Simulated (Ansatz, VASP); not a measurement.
# Ga (linear Ga chain) in two plane-wave programs

One calculation is typed for both programs; each brings its own data sets. How far apart do they land? The cell is taken from a series of runs on this material, whose earlier steps may have relaxed, scaled, displaced or heated it; both programs get it as it stands.

Program: Ansatz 0.2.0. Level of theory: plane waves, with VASP 6.6.1 beside it; single point at LDA. Results are calculated unless marked as measured.

### 1. The structure

The cell holds 1 atom: 1 Ga. Cell: a = 7.500 Å, b = 7.500 Å, c = 2.906 Å, α = 90.0°, β = 90.0°, γ = 90.0°. Vacuum lies along a and b. The structure's axis is c.

### 2. Ansatz: single point, LDA

Ansatz runs on its default PAW (the set named soft_2) files.

With cell and atoms fixed, the geometry can't cause a difference; cores, projectors, grids and the points listed under the comparison can.

Input file input.yaml:

```yaml
crystal:
  lattice:
    - [7.5, 0.0, 0.0]
    - [0.0, 7.5, 0.0]
    - [0.0, 0.0, 2.9062427339]
  atoms:
    - { symbol: Ga, position: [0.5, 0.5, 0.0], spin: 0.5 }
magnetization:
  spin_polarized: true
kpoints:
  mp_grid: { grid: [1, 1, 28] }
scf:
  occupations: { method: fermi_dirac, width: 0.05 }
hamiltonian:
  xc: lda
output:
  transmission:
    e_range: [-2, 2]
    de: 0.035
    kmesh: [1, 1]
    reduced_basis: true
    leads: [[0, 0]]
  stress: true
```

On the command line:

```console
$ ansatz run input.yaml --threads 4 --pin off --max-ram 8192MiB --backend cpu --events-out ev --progress --plain --runs-dir out
```

Numbers of over 12 decimals in the logs are rounded to 6 here.

What it wrote:

```text
Engine: ansatz 0.2.0, aarch64-unknown-linux-gnu
Pseudopotentials: kind: paw
Pseudopotential: Ga, paw, valence charge 13, recommended cutoff 420 eV (normal), Ga.paw.azcp
Functional definition: SPW92
  exchange = slater_x
  correlation = pw_c
Crystal: 1 atoms, lattice volume = 163.476 Å³
Basis set: ecut = 420 eV, 3225 PW (Γ)
Bands: 11, of which v1, the nominal top of the filled ones, is band 7 counted from 1 (6 counted from 0)
Symmetry: 16 space group operations
Space group: P4/mmm (ITA 123), of the structure as read, at distance tolerance 5.5e-5 Å
Magnetic group: BNS 123.339 (UNI 999), of the structure as read, at distance tolerance 5.5e-5 Å
k-points: 15 of 28
Non-local potential: Ga, projectors of the file, l = 0: 2, l = 1: 2, l = 2: 3, l = 3: 1
PAW form: soft (Blöchl's): semilocal exchange-correlation on the pseudo side does not see the compensation charge
PAW frozen core: Ga, regenerated for the run's functional, and the local potential with it (the file was generated under x = pbe(κ = 0.804, μ = 0.219515), c = pbe(β = 0.066725))
PAW one-centre angular grid: Ga, 590 points (default); XC on 64 Gauss nodes
Initial density: superposition of atomic densities (neutral atoms: chi_scale 0, normalization atom)
Starting moments: Σ|m| = 0.5 μB on 1 of 1 site
Initial wavefunctions: pseudopotential atomic-orbital guess
Functional: x = slater, c = lda
iter 1 solved again at ethr=1.75e-3 eV; its pass at ethr=3.10e-3 eV (dr2=2.28e-1 eV) is discarded
SCF iter   1: F=—  HF=-3705.040520 eV  |F-HF|=—  |Δ(HF+E_count)|=         —  Δρ=1.93e-2 (↑1.93e-2 ↓1.79e-2)  dr2=2.34e-1  dr2_m=4.95e-1  M=0.172 μB ∫|m|=0.172 μB  β_m=0.30  ethr=1.75e-3  ⟨swp⟩=1.0  Hψ=2472  notcnv=0
preconditioner: auto → LDOS  [metal: Δε(μ)=0.068 eV  Ē_g=16.133 eV  σ=0.050 eV  W_gap=0.32  n_scr=12 (ndim 8)  ℏωp=10.5 eV  f_vac=0.644  D(μ)=3.20/eV (n_scr^D=20)]
spin=Collinear: LDOS preconditioning applied to the charge; magnetization (m = ρ↑ − ρ↓) channel mixes plain (no charge-response kernel on spin).
SCF iter   2: F=—  HF=-3705.018473 eV  |F-HF|=—  |Δ(HF+E_count)|=   2.20e-2  Δρ=1.35e-2 (↑1.35e-2 ↓1.28e-2)  dr2=1.29e-1  dr2_m=2.47e-1  M=0.192 μB ∫|m|=0.192 μB  β_m=0.30  ethr=1.75e-3  ⟨swp⟩=1.2  Hψ=335  notcnv=0
SCF iter   3: F=—  HF=-3704.983325 eV  |F-HF|=—  |Δ(HF+E_count)|=   3.51e-2  Δρ=9.52e-3 (↑8.92e-3 ↓9.52e-3)  dr2=1.08e-2  dr2_m=1.23e-1  M=0.185 μB ∫|m|=0.185 μB  β_m=0.30  ethr=9.90e-4  ⟨swp⟩=2.2  Hψ=515  notcnv=0
SCF iter   4: F=—  HF=-3704.998390 eV  |F-HF|=—  |Δ(HF+E_count)|=   1.51e-2  Δρ=6.52e-3 (↑6.52e-3 ↓6.38e-3)  dr2=9.31e-3  dr2_m=6.16e-2  M=0.209 μB ∫|m|=0.209 μB  β_m=0.30  ethr=8.31e-5  ⟨swp⟩=2.0  Hψ=561  notcnv=0
SCF iter   5: F=—  HF=-3704.999968 eV  |F-HF|=—  |Δ(HF+E_count)|=   1.58e-3  Δρ=4.57e-3 (↑4.57e-3 ↓4.51e-3)  dr2=3.02e-4  dr2_m=3.08e-2  M=0.208 μB ∫|m|=0.208 μB  β_m=0.30  ethr=7.16e-5  ⟨swp⟩=2.0  Hψ=506  notcnv=0
SCF iter   6: F=—  HF=-3705.001766 eV  |F-HF|=—  |Δ(HF+E_count)|=   1.80e-3  Δρ=3.22e-3 (↑3.20e-3 ↓3.22e-3)  dr2=1.06e-4  dr2_m=1.54e-2  M=0.218 μB ∫|m|=0.218 μB  β_m=0.30  ethr=2.33e-6  ⟨swp⟩=2.0  Hψ=564  notcnv=0
SCF iter   7: F=—  HF=-3705.002668 eV  |F-HF|=—  |Δ(HF+E_count)|=   9.02e-4  Δρ=2.27e-3 (↑2.27e-3 ↓2.27e-3)  dr2=1.23e-5  dr2_m=7.73e-3  M=0.229 μB ∫|m|=0.229 μB  β_m=1.00  ethr=8.17e-7  ⟨swp⟩=2.5  Hψ=522  notcnv=0
SCF iter   8: F=—  HF=-3705.002164 eV  |F-HF|=—  |Δ(HF+E_count)|=   5.05e-4  Δρ=2.54e-4 (↑2.54e-4 ↓2.31e-4)  dr2=9.16e-6  dr2_m=8.50e-5  M=0.269 μB ∫|m|=0.270 μB  β_m=1.00  ethr=9.47e-8  ⟨swp⟩=3.0  Hψ=577  notcnv=0
SCF iter   9: F=—  HF=-3705.003764 eV  |F-HF|=—  |Δ(HF+E_count)|=   1.60e-3  Δρ=2.99e-4 (↑2.99e-4 ↓2.85e-4)  dr2=5.77e-6  dr2_m=1.27e-4  M=0.317 μB ∫|m|=0.318 μB  β_m=1.00  ethr=7.05e-8  ⟨swp⟩=2.1  Hψ=553  notcnv=0
[...]
SCF iter  13: F=—  HF=-3705.008915 eV  |F-HF|=—  |Δ(HF+E_count)|=   1.23e-3  Δρ=4.14e-4 (↑4.14e-4 ↓3.38e-4)  dr2=1.02e-3  dr2_m=1.19e-4  M=0.522 μB ∫|m|=0.525 μB  β_m=1.00  ethr=4.44e-8  ⟨swp⟩=2.5  Hψ=562  notcnv=0
SCF iter  14: F=—  HF=-3705.009511 eV  |F-HF|=—  |Δ(HF+E_count)|=   5.96e-4  Δρ=3.20e-4 (↑3.20e-4 ↓2.82e-4)  dr2=8.24e-4  dr2_m=6.15e-5  M=0.555 μB ∫|m|=0.558 μB  β_m=1.00  ethr=4.44e-8  ⟨swp⟩=2.1  Hψ=546  notcnv=0
SCF iter  15: F=—  HF=-3705.009831 eV  |F-HF|=—  |Δ(HF+E_count)|=   3.20e-4  Δρ=2.61e-4 (↑2.61e-4 ↓2.36e-4)  dr2=7.39e-4  dr2_m=2.60e-5  M=0.575 μB ∫|m|=0.579 μB  β_m=0.30  ethr=4.44e-8  ⟨swp⟩=2.1  Hψ=544  notcnv=0
Mixer restart at iter 15: flushing history
spin-set hold released at iteration 15 (site moments' squared step at or under half its running peak, from the soft ceiling on): the magnetisation degrees of freedom join the quasi-Newton model from the next iteration; the mixer history was flushed
SCF iter  16: F=—  HF=-3705.009745 eV  |F-HF|=—  |Δ(HF+E_count)|=   8.59e-5  Δρ=1.94e-4 (↑1.94e-4 ↓1.73e-4)  dr2=3.98e-4  dr2_m=1.82e-5  M=0.579 μB ∫|m|=0.582 μB  β_m=0.65  ethr=4.44e-8  ⟨swp⟩=2.1  Hψ=545  notcnv=0
SCF iter  17: F=—  HF=-3705.009734 eV  |F-HF|=—  |Δ(HF+E_count)|=   1.10e-5  Δρ=7.62e-5 (↑7.62e-5 ↓6.14e-5)  dr2=3.09e-5  dr2_m=3.28e-6  M=0.590 μB ∫|m|=0.593 μB  β_m=0.66  ethr=4.44e-8  ⟨swp⟩=2.6  Hψ=574  notcnv=0
SCF iter  18: F=—  HF=-3705.009748 eV  |F-HF|=—  |Δ(HF+E_count)|=   1.36e-5  Δρ=4.84e-5 (↑4.84e-5 ↓2.38e-5)  dr2=7.79e-6  dr2_m=1.16e-6  M=0.593 μB ∫|m|=0.596 μB  β_m=0.74  ethr=4.44e-8  ⟨swp⟩=2.0  Hψ=533  notcnv=0
SCF iter  19: F=—  HF=-3705.009758 eV  |F-HF|=—  |Δ(HF+E_count)|=   1.00e-5  Δρ=8.92e-6 (↑8.92e-6 ↓6.82e-6)  dr2=2.76e-7  dr2_m=3.75e-8  M=0.597 μB ∫|m|=0.600 μB  β_m=0.87  ethr=4.44e-8  ⟨swp⟩=2.3  Hψ=519  notcnv=0
SCF iter  20: F=—  HF=-3705.009758 eV  |F-HF|=—  |Δ(HF+E_count)|=   4.50e-7  Δρ=2.10e-6 (↑2.10e-6 ↓1.91e-6)  dr2=1.68e-8  dr2_m=9.36e-10  M=0.597 μB ∫|m|=0.601 μB  β_m=0.93  ethr=7.69e-10  ⟨swp⟩=3.0  Hψ=1197  notcnv=0
SCF iter  21: F=-3705.009758 eV  HF=-3705.009758 eV  |F-HF|=2.64e-10  |Δ(HF+E_count)|=   2.21e-8  Δρ=2.79e-7 (↑2.41e-7 ↓2.79e-7)  dr2=2.63e-10  dr2_m=1.75e-11  M=0.597 μB ∫|m|=0.601 μB  ethr=1.29e-10  ⟨swp⟩=3.1  Hψ=822  notcnv=0
SCF 1 converged in 21 iterations: F = -3705.009758 eV  dr2 = 2.63e-10
  greatest PAW one-centre occupation: 0.995 electrons in one spin orbital (limit 2), on the Ga atom at site 0 (counted from 0), in its partial waves of l = 2
transmission: 8 of 48 steps passed
transmission: 12 of 48 steps passed
[...]
transmission: 48 of 48 steps passed
SCF converged after 21 iterations
Magnetization: 0.5975 μB (6.7987 up, 6.2013 down)
Absolute magnetization: 0.6007 μB (∫|ρ↑−ρ↓|, with the PAW one-centre terms)
Spin contamination: 0.0001 ħ² per cell (⟨S²⟩ above its minimum at these occupations)
Per-site moments (μB) at R_I (Å): [(0.192343, 1.198825)]
Free energy (F): -3705.009758 eV
Harris-Foulkes:  -3705.009758 eV  (|F-HF|=2.64e-10)
Internal energy: -3704.996530 eV  (E = F + TS)
E sigma→0 (E₀):  -3705.003144 eV
Entropy (-TS):   -0.013229 eV (-13.229 meV/atom)
Fermi energy:    -1.906984 eV
--- Per-component energies (eV) ---
  E_band       = -190.723308
  E_kinetic    = 112.734069
  E_local      = -3468.340120  (includes V_loc(G=0)·N_el)
  E_nonlocal   = 422.157878
  E_hartree    = 1601.055925
  E_xc         = -66.896424
  E_vxc        = -55.741131  (∫ρ·V_xc dr)
  E_paw        = -1906.829683  (= ΣΔE_a)
  E_vpaw       = -403.645197  (= ΣTr[D̂ρ^β])
  E_aug_tail   = -0.000127  (compensation charges beyond the density's cutoff)
  E_ewald      = -400.606528
  E_core_change = 1.728480  (= ΣΔE_core)
  E_smearing   = -0.013229  (= −TS)
  E_closure    = -0.000000  (closes the sum)
  Σ components = -3705.009758   (vs F -3705.009758, Δ=0.00e0)
--- Stress (GPa, compression-positive) ---
        0.104399       0.000000       0.000000
        0.000000       0.104399       0.000000
        0.000000       0.000000      -1.922359
  P = ⅓ Tr σ = -0.5712 GPa (-5.712 kbar)
--- Band table (eV; the first three rows and the last of 30) ---
  k-point 0 ↑: bands = [... 3 lower, -17.2851, -17.2851, -8.9772, -2.2634, -2.2634, 0.4712, 1.8998, 3.3975]
  k-point 1 ↑: bands = [... 3 lower, -17.2864, -17.2864, -8.9556, -2.2407, -2.2407, 0.4936, 1.9223, 3.4199]
  k-point 2 ↑: bands = [... 3 lower, -17.2904, -17.2904, -8.8910, -2.1730, -2.1730, 0.5610, 1.9899, 3.4869]
  k-point 14 ↓: bands = [... 3 lower, -17.3517, -17.1651, -5.0544, -3.0197, 1.3650, 1.3650, 4.5498, 4.5498]
--- Transmission ---
  basis      : 497 plane waves across, 4 finite elements along
  points     : 1, standing for a mesh of 1 x 1
  filling    : by the input's occupations and mesh, since the crystals that have channels conduct as metals do. If one of these is a semiconductor, that mesh has misplaced its level
  energies   : 115 from -2.000000 to 1.990000 eV about the Fermi level, 0.035000 eV apart; the leads are filled to 0.000000 eV, and channels, transmission and decay are at -0.005000 eV
  crystal 0  : Ga1, at the sites [0, 0], period 2.9062 Å: whole cells are its period
    offset         : up to 0.0000 Å between an atom of the period and one for which it stands
    filled         : 20.8 meV under the level at which it is neutral
    channels       : 3.000000e0 up, 1.000000e0 down
    conductance    : 2.7812e14 S/m² at 300 K; may be off by some 0.0 % by where its bands' edges are placed, 1.1 % from the distance to neutral
```

### 3. VASP: single point, LDA

The same cell, functional (in two slightly different forms), mesh and smearing now go to VASP, with its own data sets.

Lines of VASP's logs that name or quote its potential files are left out, and so is its time.

Input file INCAR:

```
SYSTEM = Ga
PREC = Accurate
ENCUT = 500
EDIFF = 1E-06
NELM = 200
ISMEAR = -1
SIGMA = 0.05
LREAL = .FALSE.
ALGO = Normal
GGA = PW92
NBANDS = 14
ISPIN = 2
MAGMOM = 0.19
LORBIT = 11
LWAVE = .FALSE.
LCHARG = .FALSE.
ISIF = 2
LASPH = .TRUE.
GGA_COMPAT = .FALSE.
```

Input file POSCAR:

```
Ga
1.0
    7.5000000000      0.0000000000      0.0000000000
    0.0000000000      7.5000000000      0.0000000000
    0.0000000000      0.0000000000      2.9062427339
Ga
1
Direct
    0.5000000000      0.5000000000      0.0000000000
```

Input file KPOINTS:

```
Automatic mesh
0
Gamma
1 1 28
0 0 0
```

The projector-augmented-wave data sets are Ga_d (LDA family, release 64).

On the command line:

```console
$ mpirun -np 1 vasp_std
```

What it wrote:

```text
[banner, memory and clock lines left out]
running    1 mpi-ranks, on    1 nodes
 distrk:  each k-point on    1 cores,    1 groups
 distr:  one band on    1 cores,    1 groups

 POSCAR found type information on POSCAR Ga
 POSCAR found :  1 types and       1 ions
|                                                                             |
|               ----> ADVICE to this user running VASP <----                  |
|                                                                             |
|     You enforced a specific xc type in the INCAR file but a different       |
|     [... a line on the potential file left out ...]
|     I HOPE YOU KNOW WHAT YOU ARE DOING!                                     |
|                                                                             |

 LDA part: xc-table for (Slater(with rela. corr.)+PW92), standard interpolation
 POSCAR, INCAR and KPOINTS ok, starting setup
 FFT: planning ... GRIDC
 FFT: planning ... GRID_SOFT
 FFT: planning ... GRID
 WAVECAR not read
 entering main loop
       N       E                     dE             d eps       ncg     rms          rms(c)
DAV:   1     0.496238535778E+02    0.49624E+02   -0.55199E+03   848   0.706E+02
DAV:   2     0.151312263295E+01   -0.48111E+02   -0.45963E+02   984   0.169E+02
DAV:   3    -0.161483719744E+01   -0.31280E+01   -0.31009E+01   984   0.463E+01
DAV:   4    -0.168580026550E+01   -0.70963E-01   -0.70851E-01  1136   0.724E+00
DAV:   5    -0.168675824552E+01   -0.95798E-03   -0.95779E-03  1002   0.747E-01    0.154E+00
DAV:   6    -0.164131241877E+01    0.45446E-01   -0.22970E-02   894   0.114E+00    0.683E-01
DAV:   7    -0.162777226403E+01    0.13540E-01   -0.93953E-03   900   0.600E-01    0.326E-01
DAV:   8    -0.162502480096E+01    0.27475E-02   -0.51035E-03   888   0.431E-01    0.108E-01
DAV:   9    -0.162673823626E+01   -0.17134E-02   -0.77202E-04   846   0.156E-01    0.101E-01
DAV:  10    -0.162982680106E+01   -0.30886E-02   -0.85718E-04   858   0.171E-01    0.904E-02
DAV:  11    -0.163034144945E+01   -0.51465E-03   -0.46562E-05  1016   0.510E-02    0.795E-02
DAV:  12    -0.163255496131E+01   -0.22135E-02   -0.11407E-03   858   0.267E-01    0.324E-02
DAV:  13    -0.163282795530E+01   -0.27299E-03   -0.73385E-05   888   0.414E-02    0.132E-02
DAV:  14    -0.163286219386E+01   -0.34239E-04   -0.10484E-05   882   0.177E-02    0.319E-03
DAV:  15    -0.163288458115E+01   -0.22387E-04   -0.27779E-06   852   0.923E-03    0.202E-03
DAV:  16    -0.163290149136E+01   -0.16910E-04   -0.15691E-06   852   0.388E-03    0.104E-03
DAV:  17    -0.163290493977E+01   -0.34484E-05   -0.45953E-07   846   0.278E-03    0.177E-03
DAV:  18    -0.163290542248E+01   -0.48271E-06   -0.48011E-08   702   0.194E-03
   1 F= -.16329054E+01 E0= -.16262312E+01  d E =-.133484E-01  mag=     0.5966
```

OUTCAR, selected parts (step 3):

```text
ion  position               nearest neighbor table
   1  0.500  0.500  0.000-

  LATTYP: Found a simple tetragonal cell.
 ALAT       =     7.5000000000
 C/A-ratio  =     0.3874990312

 Subroutine GETGRP returns: Found 16 space group operations
 (whereof 16 operations were pure point group operations)

The static configuration has the point symmetry D_4h.

 Found     15 irreducible k-points:

   k-points           NKPTS =     15   k-points in BZ     NKDIM =     15   number of bands    NBANDS=     14

   dimension x,y,z NGX =    56 NGY =   56 NGZ =   24
   dimension x,y,z NGXF=   112 NGYF=  112 NGZF=   48

   ENCUT  =  500.0 eV  36.75 Ry    6.06 a.u.  13.67 13.67  5.30*2*pi/ulx,y,z

   NELECT =      13.0000    total number of electrons

 k-points in reciprocal lattice and weights: Automatic mesh
   0.00000000  0.00000000  0.00000000       0.036
   0.00000000  0.00000000  0.03571429       0.071
   0.00000000  0.00000000  0.07142857       0.071
   0.00000000  0.00000000  0.10714286       0.071
   0.00000000  0.00000000  0.14285714       0.071
   0.00000000  0.00000000  0.17857143       0.071
   0.00000000  0.00000000  0.21428571       0.071
   0.00000000  0.00000000  0.25000000       0.071
   0.00000000  0.00000000  0.28571429       0.071
[...]
0.00000000  0.00000000  0.46428571       0.071
   0.00000000  0.00000000  0.50000000       0.036

 average (electrostatic) potential at core
       1 -74.3634

 E-fermi :  -2.3793

 spin component 1
 k-point     1 :       0.0000    0.0000    0.0000
  band No.  band energies     occupation
    ...
      4     -17.7845      1.00000
      5     -17.7845      1.00000
      6      -9.4376      1.00000
      7      -2.7363      0.99921
      8      -2.7363      0.99921
      9      -0.0000      0.00000
     10       1.4280      0.00000
     11       2.9265      0.00000
     12       3.3275      0.00000
     13       3.3275      0.00000
    ...

 k-point     2 :       0.0000    0.0000    0.0357
  band No.  band energies     occupation
    ...
      4     -17.7859      1.00000
      5     -17.7859      1.00000
      6      -9.4161      1.00000
      7      -2.7136      0.99876
      8      -2.7136      0.99876
      9       0.0224      0.00000
     10       1.4505      0.00000
     11       2.9488      0.00000
     12       3.3498      0.00000
     13       3.3498      0.00000
    ...

 k-point     3 :       0.0000    0.0000    0.0714
  band No.  band energies     occupation
    ...
      4     -17.7899      1.00000
      5     -17.7899      1.00000
      6      -9.3514      1.00000
      7      -2.6459      0.99519
      8      -2.6459      0.99519
      9       0.0898      0.00000
     10       1.5182      0.00000
     11       3.0159      0.00000
     12       3.4166      0.00000
     13       3.4166      0.00000
    ...

 k-point     4 :       0.0000    0.0000    0.1071
  band No.  band energies     occupation
    ...
      4     -17.7962      1.00000
      5     -17.7962      1.00000
      6      -9.2434      1.00000
      7      -2.5334      0.95621
      8      -2.5334      0.95621
      9       0.2021      0.00000
     10       1.6309      0.00000
     11       3.1276      0.00000
     12       3.5275      0.00000
     13       3.5275      0.00000
    ...

 k-point     5 :       0.0000    0.0000    0.1429
  band No.  band energies     occupation
    ...
      2     -17.9311      1.00000
      3     -17.9023      1.00000
      4     -17.8047      1.00000
      5     -17.8047      1.00000
      6      -9.0920      1.00000
      7      -2.3771      0.48899
      8      -2.3771      0.48899
      9       0.3594      0.00000
     10       1.7887      0.00000
     11       3.2839      0.00000
    ...

 k-point     6 :       0.0000    0.0000    0.1786
  band No.  band energies     occupation
    ...
      2     -17.9298      1.00000
      3     -17.8778      1.00000
      4     -17.8147      1.00000
      5     -17.8147      1.00000
      6      -8.8969      1.00000
      7      -2.1779      0.01751
      8      -2.1779      0.01751
      9       0.5617      0.00000
     10       1.9917      0.00000
     11       2.8614      0.00000
    ...

  Total        0.1057327      0.1057327     -1.9612658      0.0000000      0.0000000      0.0000000
  in kB        1.0362526      1.0362526    -19.2217365      0.0000000      0.0000000      0.0000000
  external PRESSURE =      -5.7164105 kB  Pullay stress =       0.0000000 kB

  energy-cutoff  :      500.00
  volume of cell :      163.48
      direct lattice vectors                 reciprocal lattice vectors
     7.500000000  0.000000000  0.000000000     0.133333333  0.000000000  0.000000000
     0.000000000  7.500000000  0.000000000     0.000000000  0.133333333  0.000000000
     0.000000000  0.000000000  2.906242734     0.000000000  0.000000000  0.344086882

 POSITION                                       TOTAL-FORCE (eV/Angst)
 -----------------------------------------------------------------------------------
      3.75000      3.75000      0.00000         0.000000      0.000000      0.000000
 -----------------------------------------------------------------------------------
    total drift:                                0.000000      0.000000      0.000000

  FREE ENERGIE OF THE ION-ELECTRON SYSTEM (eV)
  ---------------------------------------------------
  free  energy   TOTEN  =        -1.6329054225 eV

  energy  without entropy=       -1.6195570036  energy(sigma->0) =       -1.62623121

 total charge
# of ion       s       p       d       tot
------------------------------------------
    1        1.149   0.371   9.916  11.437

 magnetization (x)
# of ion       s       p       d       tot
------------------------------------------
    1        0.002   0.169   0.000   0.171

[... 6 further parts left out ...]
```

### 4. Side by side

Known differences besides the potentials themselves: VASP starts from the moments at which Ansatz ended; the cutoff is 420 eV in Ansatz and 500 eV in VASP; VASP's log shows a relativistic correction to its local exchange, Ansatz's none; site moments are counted in spheres of each program's own size. Total energies have different zeros and are not compared.

Both answers:

| quantity | Ansatz | VASP | difference |
| --- | --- | --- | --- |
| pressure (GPa) | -0.57 | -0.57 | 0.00 |
| total moment (μB) | 0.60 | 0.60 | 0.00 |
| moment on Ga1 (μB) | 0.19 | 0.17 | +0.02 |

### 5. Outcome

* difference in total moment (single point, LDA): 8.5e-4 μB

The difference in total moment is 8.5e-4 μB (single point, LDA). How closely two codes agree says nothing of how well the functional describes the real material.

[Lines on the potential files, build, host, timing and source positions are cut from VASP's logs without a mark.]

[Logs are printed without paths, hosts, clocks, repeated set-up lines and the standing remarks that a program may print on its own settings, such as how far it seeks lower states.]

[Hosts, paths, dates, database ids (printed as entryN), source tags and the programs' standing remarks are cut or masked in the printed files.]
